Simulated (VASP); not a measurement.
These are revPBE GGA, VASP's PBE PAW potentials (set 64) (plane waves; VASP) values and carry that method's errors.

VASP input:

POSCAR:
```
K
1
   -2.7028908234     2.7028908234     2.7028908234
    2.7028908234    -2.7028908234     2.7028908234
    2.7028908234     2.7028908234    -2.7028908234
K
1
Direct
  0.0000000000   0.0000000000   0.0000000000
```

**INCAR**
```
! general
SYSTEM = K
PREC   = Accurate
ENCUT  = 520
LREAL  = .FALSE.
LASPH  = .TRUE.

! electronic loop
EDIFF  = 1E-7
NELM   = 100
ALGO   = Normal

! smearing
ISMEAR = 1
SIGMA  = 0.1

! functional
GGA    = RE

! ions
ISIF   = 2

! output
LWAVE  = .FALSE.
LCHARG = .FALSE.
```

File KPOINTS:
```
Automatic mesh
0
Gamma
10 10 10
0 0 0
```

POTCAR, in this order: K_sv (PBE.64 set). Program: vasp_std.

Task: What will the output report for the number of irreducible k-points (NKPTS), largest plane-wave count, number of space-group operations, FFT grid (NGX, NGY, NGZ)?

Result: 
```
Item                                           Value
--------------------------------------  ------------
number of irreducible k-points (NKPTS)            47
largest plane-wave count                        2214
number of space-group operations                  48
FFT grid (NGX, NGY, NGZ)                36 × 36 × 36
```

The compound is K in the bcc structure. It was relaxed first, which changed the volume by +7 %.
